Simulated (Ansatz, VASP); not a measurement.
# BaZrO3: VASP beside Ansatz, part 2 of 2

Aim: how closely do two programs agree when they are given the same cell, functional and k mesh? The cell is taken from a series of VASP runs on this material, whose earlier steps may have relaxed, scaled or displaced it; both programs get it as it stands.

VASP 6.6.1 and Ansatz 0.2.0.

So far, pressure (GPa): step 4 (differences) -0.991; step 5 (further runs) -1.01.

**6. Ansatz: single point, PBE with D3(BJ)**

Level of this step: Ansatz beside VASP: Kohn-Sham DFT, plane waves, PBE with D3(BJ) (Ansatz).

With cell and atoms fixed, the geometry can't cause a difference; cores, projectors, grids and the points listed under the comparison can.

The cell is taken from a series of VASP runs on this material, whose earlier steps may have relaxed, scaled or displaced it; both programs get it as it stands.

input.yaml reads:

```yaml
crystal:
  lattice:
    - [4.2120241836, 0.0, 0.0]
    - [0.0, 4.2120241836, 0.0]
    - [0.0, 0.0, 4.2120241836]
  atoms:
    - { symbol: Ba, position: [0.0, 0.0, 0.0] }
    - { symbol: Zr, position: [0.5, 0.5, 0.5] }
    - { symbol: O, position: [0.0, 0.5, 0.5] }
    - { symbol: O, position: [0.5, 0.0, 0.5] }
    - { symbol: O, position: [0.5, 0.5, 0.0] }
hamiltonian:
  xc: pbe
  pseudopotentials: { kind: paw }
  dispersion: d3bj
kpoints:
  mp_grid: { grid: [7, 7, 7] }
scf:
  occupations: { method: tetrahedron }
output:
  forces: true
  stress: true
```

On the command line:

```
$ ansatz run input.yaml --threads 2 --pin off --max-ram 4608MiB --backend cpu --events-out ev --progress --plain --runs-dir out
```

Numbers of over 12 decimals in the logs are rounded to 6 here.

What it wrote:

```text
Warning: output.forces, output.stress, relax.cell or npt_langevin: where a Kohn–Sham band that disperses or a degenerate level is filled in part under the method tetrahedron, the forces or the stress that this run publishes need not agree with its energy (scf.occupations.method in the input reference, under Limitations); prefer a smearing scheme for the forces or the stress
[...]
k-point 0: bands = [... 16 lower, 8.6613, 9.4248, 9.4248, 9.4248, 12.8434, 12.8434, 12.8434, 14.3660, ... 1 higher]
  k-point 1: bands = [... 16 lower, 8.5267, 8.9252, 9.3563, 9.3563, 12.9026, 13.2850, 13.2850, 14.6704, ... 1 higher]
  k-point 2: bands = [... 16 lower, 8.2566, 8.2663, 9.2533, 9.2533, 13.0476, 14.2612, 14.2612, 15.3744, ... 1 higher]
  k-point 19: bands = [... 16 lower, 7.1642, 9.5207, 9.5207, 9.5837, 15.6158, 15.7532, 15.7532, 16.4709, ... 1 higher]
[key lines of the parts left out:]
SCF converged after 5 iterations
Free energy (F): -11845.901885 eV
Fermi energy:    9.583701 eV
P = ⅓ Tr σ = -0.9934 GPa (-9.934 kbar)
```

Run time: 2.5 s. Hardware: 2 threads of Arm Neoverse N1, shared host; peak memory 0.36 GiB; 4.5 s of CPU time.

The run ends at a pressure of -0.99 GPa.

**7. VASP: single point, PBE with D3(BJ)**

The same cell, functional, mesh and smearing now go to VASP, with its own data sets and cutoff.

INCAR reads:

```
SYSTEM = BaZrO3
PREC = Accurate
ENCUT = 520
EDIFF = 1E-06
NELM = 100
ISMEAR = -5
SIGMA = 0.05
LREAL = .FALSE.
ALGO = Normal
GGA = PE
IVDW = 12
NBANDS = 35
LASPH = .TRUE.
LORBIT = 11
LWAVE = .FALSE.
LCHARG = .FALSE.
KPAR = 4
NEDOS = 2001
```

POSCAR reads:

```
BaZrO3
1.0
    4.2120241836      0.0000000000      0.0000000000
    0.0000000000      4.2120241836      0.0000000000
    0.0000000000      0.0000000000      4.2120241836
Ba Zr O
1 1 3
Direct
    0.0000000000      0.0000000000      0.0000000000
    0.5000000000      0.5000000000      0.5000000000
    0.0000000000      0.5000000000      0.5000000000
    0.5000000000      0.0000000000      0.5000000000
    0.5000000000      0.5000000000      0.0000000000
```

KPOINTS reads:

```
Automatic mesh
0
Gamma
7 7 7
0 0 0
```

PAW data sets: Ba_sv, Zr_sv and O (PBE family, release 64).

On the command line:

```
$ mpirun -np 4 vasp_std
```

What it wrote:

```text
[... set-up lines as in an earlier step ...]
 entering main loop
       N       E                     dE             d eps       ncg     rms          rms(c)
DAV:   1     0.278191646813E+03    0.27819E+03   -0.21164E+04  1400   0.112E+03
DAV:   2    -0.302664543852E+02   -0.30846E+03   -0.29507E+03  1740   0.293E+02
DAV:   3    -0.488275928917E+02   -0.18561E+02   -0.18422E+02  2130   0.634E+01
DAV:   4    -0.493218602207E+02   -0.49427E+00   -0.49279E+00  1968   0.809E+00
[...]
DAV:  12    -0.417138828132E+02   -0.63972E-04   -0.12122E-04  1538   0.622E-02    0.392E-02
DAV:  13    -0.417138807647E+02    0.20486E-05   -0.11160E-05  1746   0.206E-02    0.550E-03
DAV:  14    -0.417138808473E+02   -0.82575E-07   -0.14115E-06  1467   0.793E-03
   1 F= -.42924637E+02 E0= -.42924637E+02  d E =0.000000E+00
```

OUTCAR, selected parts (step 7):

```text
 Edisp (eV)   -1.21076

  Total      -0.00352    -0.00352    -0.00352     0.00000     0.00000    -0.00000
  in kB      -0.07544    -0.07544    -0.07544     0.00000     0.00000    -0.00000
  external pressure =       -0.08 kB  Pullay stress =        0.00 kB

  FREE ENERGIE OF THE ION-ELECTRON SYSTEM (eV)
  ---------------------------------------------------
  free  energy   TOTEN  =       -42.9246371169 eV

  energy  without entropy=      -42.9246371169  energy(sigma->0) =      -42.92463712

[... 2 parts as in an earlier step ...]

[... 2 further parts left out ...]
[key lines of the parts left out:]
E-fermi :   3.6479
```

The run ends at a pressure of -0.01 GPa.

**8. Differences**

Both answers:

| quantity | Ansatz | VASP | difference |
| --- | --- | --- | --- |
| pressure (GPa) | -0.99 | -0.01 | -0.99 |
| pressure without Ansatz's Pulay correction (GPa) | -1.48 | -0.01 | -1.47 |
| gap on the k mesh (eV) | 3.260 | 3.211 | +0.049 |

A gap on the mesh is an upper bound, since the band edges may lie between its points. Ansatz's pressure holds a Pulay correction of 0.48 GPa; VASP's holds none.

**9. Ansatz: electric field gradients, PBE with D3(BJ)**

Field gradients test the density near the nuclei, where the PAW reconstruction matters most.

The cell is taken from a series of VASP runs on this material, whose earlier steps may have relaxed, scaled or displaced it; both programs get it as it stands.

Changes to input.yaml since step 6:

```diff
@@ -16,5 +16,6 @@
 kpoints:
-  mp_grid: { grid: [7, 7, 7] }
+  mp_grid: { grid: [5, 5, 5] }
 scf:
-  occupations: { method: tetrahedron }
+  occupations: { method: gaussian, width: 0.05 }
+  n_extra_bands: 5
 output:
@@ -22 +23,3 @@
   stress: true
+  eigenvalues: true
+  efg: {}
```

On the command line:

```
$ ansatz run input.yaml --threads 2 --pin off --max-ram 4608MiB --backend cpu --events-out ev --progress --plain --runs-dir out
```

What it wrote:

```text
[...]
Zr, Ba: output.efg is read without spin–orbit coupling, which moves field gradients at and beside such atoms by some per cent and up to a factor of two; PAW files take it under magnetization.noncollinear and magnetization.spin_orbit
[...]
Crystal: 5 atoms, lattice volume = 74.726 Å³
[...]
k-point 0: bands = [... 16 lower, 8.6618, 9.4254, 9.4254, 9.4254, 12.8427, 12.8427, 12.8427, 14.3661, ... 1 higher]
  k-point 1: bands = [... 16 lower, 8.4223, 8.6234, 9.3124, 9.3124, 12.9537, 13.6448, 13.6448, 14.9274, ... 1 higher]
  k-point 2: bands = [... 16 lower, 7.9869, 8.0889, 9.2044, 9.2044, 13.1595, 14.9947, 14.9947, 15.9065, ... 1 higher]
  k-point 9: bands = [... 16 lower, 7.1778, 9.4254, 9.4254, 9.5349, 15.5796, 15.7421, 15.7421, 16.5286, ... 1 higher]
[key lines of the parts left out:]
SCF converged after 6 iterations
Free energy (F): -11845.900471 eV
Fermi energy:    11.189192 eV
P = ⅓ Tr σ = -0.9912 GPa (-9.912 kbar)
```

It took 3.1 s on 2 threads; peak memory 0.41 GiB; 5 s of CPU time.

The run ends at a pressure of -0.99 GPa.

**10. VASP: electric field gradients, PBE with D3(BJ)**

The same cell, functional, mesh and smearing now go to VASP, with its own data sets and cutoff.

INCAR reads:

```
SYSTEM = BaZrO3
PREC = Accurate
ENCUT = 520
EDIFF = 1E-07
NELM = 100
ISMEAR = 0
SIGMA = 0.05
LREAL = .FALSE.
ALGO = Normal
GGA = PE
IVDW = 12
NBANDS = 26
LASPH = .TRUE.
LORBIT = 11
LWAVE = .FALSE.
LCHARG = .FALSE.
KPAR = 4
LEFG = .TRUE.
```

POSCAR is that of step 7.

KPOINTS reads:

```
Automatic mesh
0
Gamma
5 5 5
0 0 0
```

On the command line:

```
$ mpirun -np 4 vasp_std
```

What it wrote:

```text
[... set-up lines as in an earlier step ...]
 entering main loop
       N       E                     dE             d eps       ncg     rms          rms(c)
DAV:   1     0.323141012708E+03    0.32314E+03   -0.22020E+04   520   0.151E+03
DAV:   2    -0.270923329562E+02   -0.35023E+03   -0.34168E+03   654   0.375E+02
DAV:   3    -0.487938861950E+02   -0.21702E+02   -0.21636E+02   824   0.883E+01
DAV:   4    -0.493138309661E+02   -0.51994E+00   -0.51937E+00   698   0.114E+01
[...]
DAV:  13    -0.417123306937E+02    0.69035E-06   -0.23956E-05   766   0.308E-02    0.526E-03
DAV:  14    -0.417123310257E+02   -0.33196E-06   -0.27448E-06   582   0.129E-02    0.189E-03
DAV:  15    -0.417123310426E+02   -0.16900E-07   -0.24943E-07   586   0.350E-03
ion   1
     0.0000000     0.0000000    -0.0000000    -0.0000000    -0.0000000     0.0000000
     0.0000600     0.0000000    -0.0000000    -0.0000000    -0.0000000     0.0000000
     0.0000826     0.0000000    -0.0000000    -0.0000000    -0.0000000     0.0000000
     0.0001137     0.0000000    -0.0000000    -0.0000000    -0.0000000     0.0000000
[...]
0.0000000     0.0000000     0.0000000    -7.2302666    -0.0000000   -12.5231891
     0.0000293     0.0000000     0.0000000    -7.2302651    -0.0000000   -12.5231865
     0.0000403     0.0000000     0.0000000    -7.2302641    -0.0000000   -12.5231848
     0.0000555     0.0000000     0.0000000    -7.2302624    -0.0000000   -12.5231819
     0.0000765     0.0000000     0.0000000    -7.2302596    -0.0000000   -12.5231769

ion   5
     0.0000000    -0.0000000    -0.0000000     6.5654262    -0.0000000     0.0000000
     0.0000293    -0.0000000    -0.0000000     6.5654262    -0.0000000     0.0000000
     0.0000403    -0.0000000    -0.0000000     6.5654261    -0.0000000     0.0000000
     0.0000555    -0.0000000    -0.0000000     6.5654261    -0.0000000     0.0000000
     0.0000765    -0.0000000    -0.0000000     6.5654260    -0.0000000     0.0000000

     0.0000000    -0.0000000    -0.0000000    14.4605332    -0.0000000     0.0000000
     0.0000293    -0.0000000    -0.0000000    14.4605302    -0.0000000     0.0000000
     0.0000403    -0.0000000    -0.0000000    14.4605282    -0.0000000     0.0000000
     0.0000555    -0.0000000    -0.0000000    14.4605248    -0.0000000     0.0000000
     0.0000765    -0.0000000    -0.0000000    14.4605191    -0.0000000     0.0000000

   1 F= -.42923087E+02 E0= -.42923087E+02  d E =-.347201E-16
```

OUTCAR, selected parts (step 10):

```text
 Edisp (eV)   -1.21076

  Total      -0.00190    -0.00190    -0.00190     0.00000     0.00000    -0.00000
  in kB      -0.04072    -0.04072    -0.04072     0.00000     0.00000    -0.00000
  external pressure =       -0.04 kB  Pullay stress =        0.00 kB

  FREE ENERGIE OF THE ION-ELECTRON SYSTEM (eV)
  ---------------------------------------------------
  free  energy   TOTEN  =       -42.9230873122 eV

  energy  without entropy=      -42.9230873122  energy(sigma->0) =      -42.92308731

[... 2 parts as in an earlier step ...]

[... 2 further parts left out ...]
[key lines of the parts left out:]
E-fermi :   3.8638
```

The run ends at a pressure of 0.00 GPa.

**11. Differences**

What differs besides the data sets and the points named for the pairs above, as far as they apply: Ansatz adds the response of the frozen cores to the gradients, VASP leaves it out. Total energies have different zeros and are not compared.

The two programs side by side:

| quantity | Ansatz | VASP | difference |
| --- | --- | --- | --- |
| pressure (GPa) | -0.99 | 0.00 | -0.99 |
| pressure without Ansatz's Pulay correction (GPa) | -1.47 | 0.00 | -1.47 |
| gap on the k mesh (eV) | 3.308 | 3.258 | +0.050 |
| Vzz at O3 (V/Å²) | -11.2 | -13.1 | +1.9 |
| Vzz at O4 (V/Å²) | -11.2 | -13.1 | +1.9 |
| Vzz at O5 (V/Å²) | -11.2 | -13.1 | +1.9 |

A gap on the mesh is an upper bound, since the band edges may lie between its points. Ansatz's pressure holds a Pulay correction of 0.48 GPa; VASP's holds none.

**12. Other set-ups**

Further runs change the set-up of one program: Ansatz's method, potentials or start, or VASP's data sets, cutoff or form of LDA. The table gives Ansatz less VASP for each quantity, since a change that brings one quantity closer may part another.

| run | pressure (GPa) | gap on the k mesh (eV) | Vzz at O3 (V/Å²) | Vzz at O4 (V/Å²) | Vzz at O5 (V/Å²) | pressure without Ansatz's Pulay correction (GPa) |
| --- | --- | --- | --- | --- | --- | --- |
| as above | -0.99 | 0.050 | 1.9 | 1.9 | 1.9 | -1.5 |
| cores kept as stored | -0.99 | 0.050 | 2.0 | 2.0 | 2.0 | -1.5 |
| Ansatz's larger PAW set (cutoff 900 eV) | -1.00 | 0.048 | 1.4 | 1.4 | 1.4 |  |

**13. Results**

| Quantity | Value |
| --- | --- |
| difference in gap over the path points (band structure, PBE with D3(BJ)) | 0.049 eV |
| difference in pressure (band structure, PBE with D3(BJ)) | -0.99 GPa |
| difference in gap on the k mesh (single point, PBE with D3(BJ)) | 0.049 eV |
| difference in pressure (single point, PBE with D3(BJ)) | -0.99 GPa |
| difference in Vzz at O3 (electric field gradients, PBE with D3(BJ)) | 1.9 V/Å² |
| difference in pressure (electric field gradients, PBE with D3(BJ)) | -0.99 GPa |
| difference in gap on the k mesh (electric field gradients, PBE with D3(BJ)) | 0.050 eV |

The difference in pressure is -0.99 GPa (band structure, PBE with D3(BJ)), at about the 1 GPa picked in this series as the mark of a large difference. For band structure, PBE with D3(BJ), no further run moves any of the tabulated differences by more than a quarter of its size. Electric field gradients, PBE with D3(BJ), Ansatz's larger PAW set (cutoff 900 eV): the difference in Vzz at O3 goes from 1.9 to 1.4 V/Å²; the difference in Vzz at O4 goes from 1.9 to 1.4 V/Å²; the difference in Vzz at O5 goes from 1.9 to 1.4 V/Å². 1 further run of this series is not shown here. How closely two codes agree says nothing of how well the functional describes the real material.

[Lines on the potential files, build, host, timing and source positions are cut from VASP's logs without a mark.]

[Logs are printed without paths, hosts, clocks, repeated set-up lines and the standing remarks that a program may print on its own settings, such as how far it seeks lower states.]

[Hosts, paths, dates, database ids (printed as entryN), source tags and the programs' standing remarks are cut or masked in the printed files.]
